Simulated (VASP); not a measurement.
Computed with HSE06 screened hybrid, VASP's PBE PAW potentials (set 64) (plane waves; VASP 6.6.1).

VASP ran on this input.

POSCAR:
```
B31N31Si
1
    7.2488848260     0.0000000000     0.0000000000
    0.0000000000     7.2488848260     0.0000000000
    0.0000000000     0.0000000000     7.2488848260
B N Si
31 31 1
Direct
  0.5045448275   0.0050976116   0.0046916840
  0.7543100636   0.2491868839   0.9997230005
  0.7556272781   0.0000012164   0.2497058541
  0.0038388134   0.0015778974   0.0016287176
  0.2554519289   0.2542041311   0.0047130690
  0.4994931670   0.5039395715   0.9997278968
  0.7518111823   0.7520413549   0.9985866726
  0.2555370941   0.0052174545   0.2543150466
  0.7548797629   0.5047357868   0.2369830421
  0.5004437124   0.9993105838   0.5064306445
  0.7511506086   0.2324298569   0.4947868645
  0.7520419634   0.9982367319   0.7535084313
  0.0023938426   0.5014704654   0.9986093708
  0.2519005290   0.7534949767   0.0015961378
  0.0045959196   0.2501919855   0.2524826861
  0.2503586809   0.5051923281   0.2496633643
  0.5005815735   0.7543015062   0.2523921028
  0.0039689113   0.9978127360   0.5016934547
  0.2496216211   0.2501139765   0.5063908283
  0.4830448111   0.5010369146   0.4948021320
  0.7486602330   0.7481252983   0.4996120498
  0.2519606671   0.0016131928   0.7540137300
  0.5016875141   0.2512844861   0.7532014849
  0.7483268371   0.4979544676   0.7461720331
  0.0013556647   0.7509815408   0.2501369702
  0.9983867046   0.4982755929   0.4995871461
  0.2481820743   0.7535445483   0.5016937224
  0.9997750230   0.2501459632   0.7499719413
  0.2485830147   0.5016942230   0.7534217846
  0.5005235547   0.7494682179   0.7500087418
  0.0001173173   0.7497359192   0.7504294144
  0.6375001974   0.1249491036   0.1241578026
  0.8810425674   0.3758592336   0.1228429522
  0.8860022989   0.1182178419   0.3764511045
  0.1300027079   0.1274999904   0.1275710405
  0.3752906578   0.3871188332   0.1241712918
  0.6261900189   0.6307991448   0.1227801424
  0.8788533452   0.8743880953   0.1248424014
  0.3753156693   0.1250155552   0.3891033936
  0.8731823445   0.6228813427   0.3738392355
  0.6268599236   0.1195206378   0.6331737059
  0.8726772767   0.3723476442   0.6214227568
  0.8790818230   0.1250473071   0.8754638865
  0.1247756994   0.6285057957   0.1248427548
  0.3778541182   0.8796615836   0.1275458154
  0.1268160559   0.3763020861   0.3765965968
  0.3686572790   0.6355936136   0.3764043714
  0.6266430351   0.8765001652   0.3765869170
  0.1251920433   0.1246401830   0.6293922022
  0.3700101019   0.3765011424   0.6330179570
  0.6227256228   0.6223932924   0.6214328853
  0.8758709627   0.8731968054   0.6260653500
  0.3778886204   0.1275199588   0.8791781819
  0.6264901596   0.3761613601   0.8758630472
  0.8751464289   0.6247737771   0.8736693482
  0.1257309438   0.8752912983   0.3772876258
  0.1235627906   0.6254774865   0.6260308342
  0.3750051424   0.8748010899   0.6293796560
  0.1245833902   0.3765561681   0.8759878669
  0.3753954758   0.6287429676   0.8754216005
  0.6269177126   0.8741886102   0.8760317823
  0.1266046594   0.8762301890   0.8768806435
  0.5535920313   0.3029762772   0.3128768309
```

**KPOINTS**
```
Regular mesh
0
gamma
1 1 1
```

INCAR:
```
SYSTEM = B31N31Si
PREC = Normal; ENCUT = 400; LREAL = Auto
LASPH = .TRUE.; ISYM = 0; NELECT = 253.0
EDIFF = 1E-5; NELM = 50; NELMIN = 4
ALGO = Normal
ISMEAR = 0; SIGMA = 0.05
GGA = PE; LHFCALC = .TRUE.; AEXX = 0.25
HFSCREEN = 0.2; PRECFOCK = Fast
ISPIN = 2; MAGMOM = 63*0.0159; NUPDOWN = 1
ISIF = 0
LWAVE = .FALSE.; LCHARG = .FALSE.; LORBIT = 10
```

POTCAR, in this order: B N Si (PBE.64 set). Program: vasp_gam. Read from the step before: WAVECAR.

The resulting files:

**OSZICAR**
```
       N       E                     dE             d eps       ncg     rms          rms(c)
DAV:   1    -0.620459872575E+03   -0.62046E+03   -0.77612E+00   640   0.830E+00    0.370E+00
DAV:   2    -0.620499594110E+03   -0.39722E-01   -0.13132E-01   720   0.883E-01    0.253E+00
DAV:   3    -0.620480905256E+03    0.18689E-01   -0.11683E-02   752   0.296E-01    0.147E+00
DAV:   4    -0.620475832159E+03    0.50731E-02   -0.66508E-03   752   0.199E-01    0.840E-01
DAV:   5    -0.620474584257E+03    0.12479E-02   -0.12669E-03   712   0.909E-02    0.476E-01
DAV:   6    -0.620474174156E+03    0.41010E-03   -0.27386E-04   712   0.478E-02    0.266E-01
DAV:   7    -0.620474053961E+03    0.12020E-03   -0.90416E-05   728   0.284E-02    0.148E-01
DAV:   8    -0.620474019691E+03    0.34270E-04   -0.19063E-05   448   0.141E-02    0.839E-02
DAV:   9    -0.620474009495E+03    0.10196E-04   -0.68355E-06   424   0.889E-03    0.468E-02
DAV:  10    -0.620474006789E+03    0.27061E-05   -0.17909E-06   440   0.431E-03
   1 F= -.62047401E+03 E0= -.62047401E+03  d E =-.687689E-18  mag=     1.0000
```

File OUTCAR:
```
------------------------ aborting loop because EDIFF is reached ----------------------------------------
  volume of cell :      380.90
      direct lattice vectors                 reciprocal lattice vectors
     7.248884826  0.000000000  0.000000000     0.137952254  0.000000000  0.000000000
     0.000000000  7.248884826  0.000000000     0.000000000  0.137952254  0.000000000
     0.000000000  0.000000000  7.248884826     0.000000000  0.000000000  0.137952254
  FREE ENERGIE OF THE ION-ELECTRON SYSTEM (eV)
  ---------------------------------------------------
  free  energy   TOTEN  =      -620.4740067887 eV

  energy  without entropy=     -620.4740067887  energy(sigma->0) =     -620.47400679

  exchange ACFDT corr.  =         0.00000000  see jH, gK, PRB 81, 115126

 total charge

# of ion       s       p       d       tot
------------------------------------------
    1        0.671   1.330   0.000   2.001
    2        0.680   1.361   0.000   2.042
    3        0.678   1.351   0.000   2.030
    4        0.676   1.345   0.000   2.021
    5        0.671   1.330   0.000   2.001
    6        0.680   1.361   0.000   2.041
    7        0.682   1.368   0.000   2.050
    8        0.670   1.322   0.000   1.992
    9        0.684   1.325   0.000   2.009
   10        0.681   1.361   0.000   2.042
   11        0.684   1.356   0.000   2.041
   12        0.683   1.373   0.000   2.056
   13        0.682   1.367   0.000   2.049
   14        0.676   1.345   0.000   2.021
   15        0.676   1.345   0.000   2.020
   16        0.678   1.352   0.000   2.030
   17        0.676   1.345   0.000   2.021
   18        0.687   1.389   0.000   2.076
   19        0.681   1.362   0.000   2.042
   20        0.684   1.355   0.000   2.039
   21        0.675   1.343   0.000   2.018
   22        0.676   1.349   0.000   2.025
   23        0.675   1.341   0.000   2.015
   24        0.673   1.335   0.000   2.009
   25        0.679   1.351   0.000   2.030
   26        0.675   1.342   0.000   2.017
   27        0.687   1.389   0.000   2.076
   28        0.679   1.351   0.000   2.030
   29        0.683   1.373   0.000   2.056
   30        0.679   1.352   0.000   2.031
   31        0.679   1.356   0.000   2.035
   32        1.233   2.709   0.000   3.942
   33        1.231   2.719   0.000   3.950
   34        1.233   2.745   0.000   3.977
   35        1.228   2.721   0.000   3.949
   36        1.233   2.709   0.000   3.942
   37        1.231   2.720   0.000   3.950
   38        1.230   2.731   0.000   3.961
   39        1.232   2.711   0.000   3.943
   40        1.227   2.704   0.000   3.931
   41        1.233   2.721   0.000   3.954
   42        1.225   2.692   0.000   3.917
   43        1.230   2.733   0.000   3.962
   44        1.229   2.731   0.000   3.961
   45        1.228   2.721   0.000   3.949
   46        1.227   2.717   0.000   3.944
   47        1.232   2.745   0.000   3.977
   48        1.227   2.717   0.000   3.944
   49        1.230   2.733   0.000   3.963
   50        1.233   2.721   0.000   3.953
   51        1.225   2.692   0.000   3.917
   52        1.227   2.719   0.000   3.946
   53        1.228   2.722   0.000   3.950
   54        1.227   2.719   0.000   3.945
   55        1.227   2.717   0.000   3.944
   56        1.232   2.729   0.000   3.962
   57        1.227   2.719   0.000   3.946
   58        1.230   2.733   0.000   3.963
   59        1.232   2.719   0.000   3.951
   60        1.230   2.733   0.000   3.962
   61        1.232   2.719   0.000   3.952
   62        1.229   2.726   0.000   3.955
   63        0.690   1.008   0.000   1.699
--------------------------------------------------
tot         59.848 127.282   0.000 187.130

 magnetization (x)

# of ion       s       p       d       tot
------------------------------------------
    1       -0.000  -0.000   0.000  -0.001
    2        0.001   0.000   0.000   0.001
    3       -0.000  -0.000   0.000  -0.000
    4       -0.000   0.000   0.000   0.000
    5       -0.000  -0.000   0.000  -0.001
    6        0.001   0.000   0.000   0.001
    7        0.001   0.010   0.000   0.011
    8       -0.000   0.002   0.000   0.002
    9        0.040   0.202   0.000   0.242
   10       -0.000  -0.001   0.000  -0.001
   11        0.008   0.035   0.000   0.043
   12        0.000   0.003   0.000   0.004
   13        0.001   0.010   0.000   0.011
   14       -0.000   0.000   0.000   0.000
   15       -0.000  -0.001   0.000  -0.001
   16       -0.000  -0.000   0.000  -0.000
   17       -0.000  -0.001   0.000  -0.001
   18        0.000   0.001   0.000   0.001
   19       -0.000  -0.001   0.000  -0.001
   20        0.009   0.038   0.000   0.047
   21        0.000   0.001   0.000   0.001
   22       -0.000   0.000   0.000   0.000
...
```
(Selected blocks of OUTCAR.)

The cell is charged, with a uniform compensating background. The supercell is sampled at Γ alone, which is coarse: total energies, pressure and levels can be off, energies of defects by several tenths of an eV.

The cell is a supercell with a defect, built from BN (zinc blende): Si_N-vac_B, charge -1. The cell's shape comes from a PBE relaxation.
